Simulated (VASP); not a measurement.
Data:

```
Ta
1.0
   -1.59330     1.59330     1.59330
    1.59330    -1.59330     1.59330
    1.59330     1.59330    -1.59330
Ta
1
Direct
  0.00000   0.00000   0.00000
```

These are PBE GGA, VASP's PBE PAW potentials (set 64) (plane waves; VASP) values and carry that method's errors. Numerical set-up: 500 eV cut-off, 16×16×16 Γ-centred mesh, first-order Methfessel-Paxton smearing of 0.10 eV, potentials Ta_pv.

Unless said otherwise, spin-orbit coupling is left out, though it shifts the bands of the heavy elements here.

Problem. Predict the energy per atom (σ→0), pressure, band gap (on the k-mesh) with the smallest direct gap where there is one.

Solution. 
```json
{
 "band gap (on the k-mesh)": "none (metal, semimetal or under 0.01 eV)",
 "energy per atom (σ→0)": "-11.626 eV/atom",
 "pressure": "29.93 GPa"
}
```

Total energies compare only between runs with the same potentials, cut-off and functional.

The compound is Ta in the bcc structure. It was relaxed first under an external pressure of 30 GPa.
